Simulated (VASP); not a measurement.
Computed with PBE0 hybrid, VASP's PBE PAW potentials (set 64) (plane waves; VASP).

A VASP calculation is set up with these files.

### POSCAR
```
ZnS
3.8899670
  0.0000000000   0.7071067220   0.7071067220
  0.7071067220   0.0000000000   0.7071067220
  0.7071067220   0.7071067220   0.0000000000
Zn S
1 1
Cartesian
  0.0000000000   0.0000000000   0.0000000000
  0.3535533610   0.3535533610   0.3535533610
```

**INCAR**
```
SYSTEM = ZnS
PREC = Accurate
ENCUT = 520
EDIFF = 1E-6
NELM = 60
ALGO = Normal
LREAL = .FALSE.
LASPH = .TRUE.
ISMEAR = 0
SIGMA = 0.05
GGA = PE
AEXX = 0.25
HFRCUT = -1
LHFCALC = .TRUE.
PRECFOCK = Fast
ISYM = 3
LMAXMIX = 4
LWAVE = .FALSE.
LCHARG = .FALSE.
ISIF = 2
```

**KPOINTS**
```
Automatic mesh
0
Gamma
6 6 6
0 0 0
```

POTCAR, in this order: Zn S (PBE.64 set). Program: vasp_std. Read from the step before: WAVECAR.

Output

OSZICAR:
```
       N       E                     dE             d eps       ncg     rms          rms(c)
DAV:   1    -0.892036751188E+01   -0.89204E+01   -0.60679E-01   502   0.284E+01    0.160E+00
DAV:   2    -0.890945109280E+01    0.10916E-01   -0.18174E-01   481   0.921E+00    0.740E-01
DAV:   3    -0.891004483121E+01   -0.59374E-03   -0.22117E-02   506   0.279E+00    0.489E-01
DAV:   4    -0.891007792770E+01   -0.33096E-04   -0.20815E-03   456   0.552E-01    0.288E-01
DAV:   5    -0.891000905710E+01    0.68871E-04   -0.21227E-04   611   0.202E-01    0.175E-01
DAV:   6    -0.890999565127E+01    0.13406E-04   -0.40326E-05   461   0.589E-02    0.998E-02
DAV:   7    -0.890998704647E+01    0.86048E-05   -0.44404E-06   446   0.316E-02    0.547E-02
DAV:   8    -0.890998316692E+01    0.38795E-05   -0.16132E-06   364   0.128E-02    0.281E-02
DAV:   9    -0.890998156788E+01    0.15990E-05   -0.61778E-07   228   0.702E-03    0.140E-02
DAV:  10    -0.890998081668E+01    0.75120E-06   -0.22005E-07   223   0.512E-03
   1 F= -.89099808E+01 E0= -.89099808E+01  d E =-.558417E-12
```

### OUTCAR
```
------------------------ aborting loop because EDIFF is reached ----------------------------------------
  FORCE on cell =-STRESS in cart. coord.  units (eV):
  Direction    XX          YY          ZZ          XY          YZ          ZX
  --------------------------------------------------------------------------------------
  Total       -0.8091932     -0.8091932     -0.8091932      0.0000000      0.0000000      0.0000000
  in kB      -31.1487160    -31.1487160    -31.1487160      0.0000000      0.0000000      0.0000000
  external PRESSURE =     -31.1487160 kB  Pullay stress =       0.0000000 kB
  volume of cell :       41.62
      direct lattice vectors                 reciprocal lattice vectors
     0.000000000  2.750621814  2.750621814    -0.181777079  0.181777079  0.181777079
     2.750621814  0.000000000  2.750621814     0.181777079 -0.181777079  0.181777079
     2.750621814  2.750621814  0.000000000     0.181777079  0.181777079 -0.181777079
  FREE ENERGIE OF THE ION-ELECTRON SYSTEM (eV)
  ---------------------------------------------------
  free  energy   TOTEN  =        -8.9099808167 eV

  energy  without entropy=       -8.9099808167  energy(sigma->0) =       -8.90998082

  exchange ACFDT corr.  =         0.00000000  see jH, gK, PRB 81, 115126
```
(Selected blocks of OUTCAR.)

### OUTCAR
```
 val. band max:        0.5442485507   @ k =   0.0000   0.0000   0.0000

 cond. band min:       4.2797221560   @ k =   0.0000   0.0000   0.0000


 Fermi energy:         0.7699075123

 k-point     1 :       0.0000    0.0000    0.0000
  band No.  band energies     occupation
      1     -13.4759      2.00000
      2      -7.1976      2.00000
      3      -7.1976      2.00000
      4      -7.1976      2.00000
      5      -6.8094      2.00000
      6      -6.8094      2.00000
      7       0.5442      2.00000
      8       0.5442      2.00000
      9       0.5442      2.00000
     10       4.2797      0.00000
     11       8.9664      0.00000
     12       8.9664      0.00000
     13       8.9664      0.00000

 k-point     2 :       0.1667    0.0000    0.0000
  band No.  band energies     occupation
      1     -13.2767      2.00000
      2      -7.1688      2.00000
      3      -7.1688      2.00000
      4      -7.1566      2.00000
      5      -6.8110      2.00000
      6      -6.8110      2.00000
      7      -1.1727      2.00000
      8       0.3046      2.00000
      9       0.3046      2.00000
     10       5.4428      0.00000
     11       8.8568      0.00000
     12       9.3718      0.00000
     13       9.3718      0.00000

 k-point     3 :       0.3333    0.0000    0.0000
  band No.  band energies     occupation
      1     -12.8346      2.00000
      2      -7.1204      2.00000
      3      -7.1204      2.00000
      4      -6.9342      2.00000
      5      -6.8016      2.00000
      6      -6.8016      2.00000
      7      -3.5395      2.00000
      8      -0.1165      2.00000
      9      -0.1165      2.00000
     10       5.7809      0.00000
     11       9.5996      0.00000
     12       9.5996      0.00000
     13      10.2421      0.00000

 k-point     4 :       0.5000    0.0000    0.0000
  band No.  band energies     occupation
      1     -12.5836      2.00000
      2      -7.1028      2.00000
      3      -7.1028      2.00000
...
```

The compound is ZnS in the zinc blende structure. This cell is one point of a volume scan, at 1.03 of the reference volume. The cell's shape comes from a PBE relaxation.
